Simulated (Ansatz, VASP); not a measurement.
One calculation of TiB2N3, two programs

```
CELL_PARAMETERS angstrom
2.80768 0.00000 0.00000
0.00000 2.80768 0.00000
0.00000 0.00000 6.62772
ATOMIC_POSITIONS crystal
Ti 0.50000 0.50000 0.50000
B 0.50000 0.50000 0.87595
B 0.50000 0.50000 0.12405
N 0.00000 0.00000 0.00000
N 0.00000 0.00000 0.60579
N 0.00000 0.00000 0.39421
```

Change from the starting cell: species swapped into the MgSc3Ru2 type (P4/mmm, No. 123).

Alike in both runs: functional PBE; k mesh 6 × 6 × 4; occupations gaussian, width 0.1 eV; no spin polarisation.

Ansatz relaxed the structure, and its values are those at the end. VASP's run is a single point on that final structure, the one shown.

```csv
,VASP,Ansatz
version,VASP 6.6.1,Ansatz 0.2.0
potentials or method,"VASP PAW PBE potentials, release 64 (Ti_sv, B, N)","scalar-relativistic, plane waves, PAW"
plane-wave cutoff (eV),520,420
valence electrons in the cell,33,33
```

Ansatz gave:

```
gap on the k mesh at the Fermi level (eV) : none
pressure (GPa)                            : 0.0
rms of the force components (eV/Å)        : 0.002
```

Problem. Estimate VASP's values.

Solution. gap on the k mesh at the Fermi level (eV): none; pressure (GPa): 0.5; rms of the force components (eV/Å): 0.071.

A gap of «none» marks a metal or a gap that the smearing closes.

Caveats: the k mesh is coarse (spacing up to 0.37 Å⁻¹), so the values aren't converged.
